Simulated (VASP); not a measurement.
Method: TPSS meta-GGA, VASP's PBE PAW potentials (set 64) (plane waves; VASP).

Input for VASP

INCAR:
```
# general
SYSTEM =BaZrO3
PREC   =Accurate
ENCUT  =520
LREAL  =.False.
LASPH  =.True.

# electronic loop
EDIFF  =1E-7
NELM   =100
ALGO   =Normal
LMAXMIX=4
LMIXTAU=.True.

# smearing
ISMEAR =0
SIGMA  =0.05

# functional
METAGGA=TPSS

# ions
ISIF   =2

# output
LWAVE  =.False.
LCHARG =.False.
```

**KPOINTS**
```
Automatic mesh
0
Gamma
5 5 5
0 0 0
```

**POSCAR**
```
BaZrO3
1
    4.2624945422     0.0000000000     0.0000000000
    0.0000000000     4.2624945422     0.0000000000
    0.0000000000     0.0000000000     4.2624945422
Ba Zr O
1 1 3
Direct
  0.0000000000   0.0000000000   0.0000000000
  0.5000000000   0.5000000000   0.5000000000
  0.5000000000   0.0000000000   0.5000000000
  0.0000000000   0.5000000000   0.5000000000
  0.5000000000   0.5000000000   0.0000000000
```

POTCAR, in this order: Ba_sv Zr_sv O (PBE.64 set). Program: vasp_std.

Output

File OSZICAR:
```
       N       E                     dE             d eps       ncg     rms          rms(c)
DAV:   1     0.408302142493E+03    0.40830E+03   -0.22433E+04   720   0.190E+03
DAV:   2     0.689201491224E+02   -0.33938E+03   -0.33036E+03   664   0.508E+02
DAV:   3     0.252950105588E+02   -0.43625E+02   -0.43448E+02   856   0.216E+02
DAV:   4     0.237685321523E+02   -0.15265E+01   -0.15239E+01   736   0.373E+01
DAV:   5     0.236838904830E+02   -0.84642E-01   -0.84606E-01   856   0.902E+00    0.467E+01
DAV:   6    -0.690347364157E+02   -0.92719E+02   -0.36616E+02   480   0.206E+02    0.156E+01
DAV:   7    -0.653161438194E+02    0.37186E+01   -0.19189E+01   712   0.369E+01    0.710E+00
DAV:   8    -0.648559720760E+02    0.46017E+00   -0.30318E+00   720   0.101E+01    0.359E+00
DAV:   9    -0.648444385341E+02    0.11534E-01   -0.12724E+00   776   0.750E+00    0.145E+00
DAV:  10    -0.650019082441E+02   -0.15747E+00   -0.29634E-01   760   0.471E+00    0.715E-01
DAV:  11    -0.650363376654E+02   -0.34429E-01   -0.76831E-02   640   0.226E+00    0.562E-01
DAV:  12    -0.650489279738E+02   -0.12590E-01   -0.10210E-01   600   0.198E+00    0.376E-01
DAV:  13    -0.650536524954E+02   -0.47245E-02   -0.10293E-02   560   0.685E-01    0.103E-01
DAV:  14    -0.650538716255E+02   -0.21913E-03   -0.35126E-03   616   0.316E-01    0.752E-02
DAV:  15    -0.650537825437E+02    0.89082E-04   -0.42146E-04   568   0.127E-01    0.196E-02
DAV:  16    -0.650537958420E+02   -0.13298E-04   -0.41058E-05   680   0.565E-02    0.199E-02
DAV:  17    -0.650537981011E+02   -0.22591E-05   -0.17264E-05   664   0.356E-02    0.916E-03
DAV:  18    -0.650538047323E+02   -0.66312E-05   -0.65531E-06   664   0.161E-02    0.261E-03
DAV:  19    -0.650538054892E+02   -0.75694E-06   -0.54573E-07   608   0.555E-03    0.172E-03
DAV:  20    -0.650538054577E+02    0.31469E-07   -0.65600E-08   408   0.236E-03
   1 F= -.65053805E+02 E0= -.65053805E+02  d E =-.457111E-12
```

File OUTCAR:
```
------------------------ aborting loop because EDIFF is reached ----------------------------------------
  FORCE on cell =-STRESS in cart. coord.  units (eV):
  Direction    XX          YY          ZZ          XY          YZ          ZX
  --------------------------------------------------------------------------------------
  Total       -2.0995136     -2.0995136     -2.0995136     -0.0000000     -0.0000000     -0.0000000
  in kB      -43.4347931    -43.4347931    -43.4347931     -0.0000000     -0.0000000     -0.0000000
  external PRESSURE =     -43.4347931 kB  Pullay stress =       0.0000000 kB
  volume of cell :       77.44
      direct lattice vectors                 reciprocal lattice vectors
     4.262494542  0.000000000  0.000000000     0.234604406  0.000000000  0.000000000
     0.000000000  4.262494542  0.000000000     0.000000000  0.234604406  0.000000000
     0.000000000  0.000000000  4.262494542     0.000000000  0.000000000  0.234604406
 POSITION                                       TOTAL-FORCE (eV/Angst)
 -----------------------------------------------------------------------------------
      0.00000      0.00000      0.00000         0.000000      0.000000      0.000000
      2.13125      2.13125      2.13125         0.000000      0.000000      0.000000
      2.13125      0.00000      2.13125         0.000000      0.000000      0.000000
      0.00000      2.13125      2.13125         0.000000      0.000000      0.000000
      2.13125      2.13125      0.00000         0.000000      0.000000      0.000000
 -----------------------------------------------------------------------------------
    total drift:                                0.000000     -0.000000     -0.000000
  FREE ENERGIE OF THE ION-ELECTRON SYSTEM (eV)
  ---------------------------------------------------
  free  energy   TOTEN  =       -65.0538054577 eV

  energy  without entropy=      -65.0538054577  energy(sigma->0) =      -65.05380546
```
(Selected blocks of OUTCAR.)

The compound is BaZrO3 in the cubic perovskite structure. This cell is one point of a volume scan, at 1.03 of the reference volume.
